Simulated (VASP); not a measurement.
Here is the system:

```xyz
6
Lattice="4.7909 0.0000 0.0000 0.0000 4.7909 0.0000 0.0000 0.0000 3.1783" Properties=species:S:1:pos:R:3 pbc="T T T"
Zn     0.0000     4.7909     0.0000
Zn     2.3955     2.3955     1.5892
F      1.4571     1.4571     0.0000
F      3.8526     0.9383     1.5892
F      0.9383     3.8526     1.5892
F      3.3338     3.3338     0.0000
```

These are PW91 GGA, VASP's PBE PAW potentials (set 64) (plane waves; VASP 6.6.1) values and carry that method's errors. Settings: 520 eV cut-off, 5×5×8 Γ-centred mesh, tetrahedra with Blöchl corrections, potentials Zn F.

### Question
Tabulate the total density of states (states/eV per cell) against energy (eV; zero at the valence-band maximum or, without a gap, the Fermi level).

### Answer

| E (eV) | DOS (states/eV) |
|---|---|
| -9.96 | 0.00 |
| -9.24 | 0.00 |
| -8.52 | 0.00 |
| -7.80 | 0.00 |
| -7.08 | 0.00 |
| -6.48 | 0.00 |
| -5.76 | 0.00 |
| -5.04 | 3.77 |
| -4.32 | 19.2 |
| -3.60 | 7.94 |
| -2.88 | 10.3 |
| -2.16 | 5.08 |
| -1.56 | 5.59 |
| -0.84 | 3.30 |
| -0.12 | 7.26 |
| 0.60 | 0.00 |
| 1.32 | 0.00 |
| 2.04 | 0.00 |
| 2.76 | 0.00 |
| 3.48 | 0.00 |
| 4.20 | 0.14 |
| 4.80 | 0.24 |
| 5.52 | 0.56 |
| 6.24 | 0.61 |
| 6.96 | 1.39 |
Within 2 eV below the valence-band maximum the largest weight inside VASP's projection spheres is F p, then Zn d.

The compound is ZnF2 in the rutile structure. It was relaxed first, which changed the volume by +6 %.
